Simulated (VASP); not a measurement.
Here is a VASP 6.6.1 calculation.

File INCAR:

```
  ALGO = Normal
  EDIFF = 1E-7
  EDIFFG = -0.01
  ENCUT = 600
  GGA = RP
  IBRION = 2
  ISIF = 3
  ISMEAR = 0
  ISPIN = 2
  LASPH = T
  LCHARG = F
  LMAXMIX = 4
  LORBIT = 11
  LREAL = F
  LWAVE = F
  MAGMOM = 0 3 0
  NELM = 120
  NSW = 40
  PREC = Accurate
  SIGMA = 0.05
```

Contents of KPOINTS:

```
k-points
0
Gamma
  7 7 9
```

File POSCAR:

```
CsCrN
1.0
    3.9522727300      0.0000000000      0.0000000000
    0.0000000000      3.9522727300      0.0000000000
    0.0000000000      0.0000000000      3.0335445500
Cs Cr N
1 1 1
Direct
    0.5000000000      0.5000000000      0.0000000000
    0.5000000000      0.5000000000      0.5000000000
    0.0000000000      0.0000000000      0.0000000000
```

Potentials or basis: VASP PAW PBE potentials, release 64 (Cs_sv, Cr_pv, N).

Launch:

```sh
$ cat potpaw_PBE.64/Cs_sv/POTCAR potpaw_PBE.64/Cr_pv/POTCAR potpaw_PBE.64/N/POTCAR > POTCAR
$ mpirun -np 1 vasp_std > vasp.out
```

Q: Estimate the space group after relaxing (to 0.05 Å).

A: P4/mmm (No. 123).

Q: What does it give for the relaxed volume?

A: 27.81 Å³/atom.

Q: Estimate the band gap on the k mesh.

A: None (metal or under the smearing width).

Final structure:
```
CELL_PARAMETERS angstrom
3.97955 0.00000 0.00000
0.00000 3.97955 0.00000
0.00000 0.00000 5.26814
ATOMIC_POSITIONS crystal
Cs 0.50000 0.50000 0.00000
Cr 0.50000 0.50000 0.50000
N 0.00000 0.00000 0.00000
```

Caveat: the volume moved by over 15 % at a fixed basis, so the end points are rough; the PAW data sets were made with another functional, which shifts forces and pressure a little; a cell with one magnetic atom can't hold antiferromagnetic order, which such compounds often take. The run has no spin-orbit coupling, so splittings on Cs are missing.
